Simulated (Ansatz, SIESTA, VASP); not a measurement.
Code comparison for ScF₃ (P1, 8 atoms in the cell)

Self-consistent single point, at a second geometry (atoms moved at random). First geometry:

```yaml
crystal:
  lattice:
    - [2.85141, 1.64626, 4.65336]
    - [-2.85141, 1.64626, 4.65336]
    - [0.00000, -3.29252, 4.65336]
  atoms:
    - { symbol: Sc, position: [0.50000, 0.50000, 0.50000] }
    - { symbol: Sc, position: [0.00000, 0.00000, 0.00000] }
    - { symbol: F, position: [0.72658, 0.25000, 0.77342] }
    - { symbol: F, position: [0.27342, 0.75000, 0.22658] }
    - { symbol: F, position: [0.77342, 0.72658, 0.25000] }
    - { symbol: F, position: [0.22658, 0.27342, 0.75000] }
    - { symbol: F, position: [0.25000, 0.77342, 0.72658] }
    - { symbol: F, position: [0.75000, 0.22658, 0.27342] }
```

Second geometry:
```xyz
8
Lattice="2.8514 1.6463 4.6534 -2.8514 1.6463 4.6534 0.0000 -3.2925 4.6534" Properties=species:S:1:pos:R:3 pbc="T T T"
Sc     0.0198    -0.0317     6.9855
Sc     0.0043    -0.0252     0.0809
F      1.3668    -0.9346     8.1699
F     -1.4647     0.9955     5.7824
F      0.2518     1.6961     8.1625
F     -0.1523    -1.6888     5.8321
F     -1.4566    -0.7297     8.0686
F      1.4308     0.7184     5.7783
```

Shared settings, as Ansatz (an electronic-structure program) writes them: kpoints.mp_grid.grid = 5 5 5; scf.occupations.method = fixed. Potentials and cutoffs stand in the table.

```tsv
code	model	ΔF from the first geometry (meV/atom)	pressure (GPa)	largest force (eV/Å)	gap on the mesh (eV)	cutoff
Ansatz	PBEsol, PAW files made with PBE	37.7	-0.23	2.580	6.150	default
SIESTA	GGA PBEsol, numerical atomic orbitals DZP, PseudoDojo PBEsol standard norm-conserving potentials (rewritten from UPF to PSML)	38.3	-2.91	2.625	5.742	grid 400 Ry
VASP	PBEsol, VASP's PBE PAW potentials (set 64)	39.6	-7.76	2.727	6.149	400 eV
```

Size of the force on each atom (eV/Å): Sizes of forces hide their directions.

| code | Sc1 | Sc2 | F3 | F4 | F5 | F6 | F7 | F8 |
|---|---|---|---|---|---|---|---|---|
| Ansatz | 0.599 | 2.176 | 0.433 | 2.580 | 0.878 | 0.755 | 0.507 | 0.260 |
| SIESTA | 0.673 | 2.349 | 0.454 | 2.625 | 0.885 | 0.769 | 0.457 | 0.263 |
| VASP | 0.605 | 2.279 | 0.430 | 2.727 | 0.909 | 0.779 | 0.565 | 0.262 |

Gaps are read on the mesh.

The spread over the programs that give each value: ΔF from the first geometry within 1.9 meV/atom; pressure within 7.53 GPa; largest force within 0.147 eV/Å; gap on the mesh within 0.408 eV.

SIESTA uses small atom-centred bases, whose incompleteness enters pressures, forces and empty levels differently from a plane-wave cutoff. Ansatz's pressure is given at a fixed set of plane waves, as the other plane-wave codes print theirs; with its correction for the finite basis it is 0.08 GPa (the shift of 0.32 GPa shows how far the cutoff is from converged). In the gap, SIESTA (by 0.407) lies more than 0.12 eV from the median of the plane-wave programs. In the force vectors, SIESTA (by 0.134) lies more than 0.08 eV/Å from the median of the plane-wave programs.

VASP's run is marked for a possible Pulay error in its stress at this cutoff; no cutoff test was made.

VASP ran the fixed occupations as a Gaussian smearing of 0.01 eV.

The starting cell comes from a database of computed structures (which also holds hypothetical and non-ambient phases and stackings), without a prior relaxation at this level. For this run, on top of that: atoms moved at random.

Left out of this page: CP2K (unsound by tests on forces, stress, charge or solver warnings).

Keys are those of Ansatz 0.2.
